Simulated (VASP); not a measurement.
Given:

```
MoP
1.0
    0.00000     2.44968     2.44968
    2.44968     0.00000     2.44968
    2.44968     2.44968     0.00000
P Mo
1 1
Direct
  0.00000   0.00000   0.00000
  0.50000   0.50000   0.50000
```

The numbers are results of PBEsol GGA, VASP's PBE PAW potentials (set 64) (plane waves; VASP), not measurements. Run with 400 eV cut-off, Gaussian smearing of 0.050 eV, potentials P Mo_sv.

**Question.** What does the run give for the band gap (along the path) with the smallest direct gap where there is one?

**Answer.** 
| Property | Result |
|---|---|
| band gap (along the path) | none (metal, semimetal or under 0.01 eV) |

Total energies compare only between runs with the same potentials, cut-off and functional.

The structure was generated: MoP was put into the rocksalt type (Fm-3m), which need not be its known phase. It was relaxed first, which changed the volume by -20 %. The electron count is odd and the run is not spin-polarised, which forces a metal. VASP warned that the highest band is occupied, so more bands are needed.
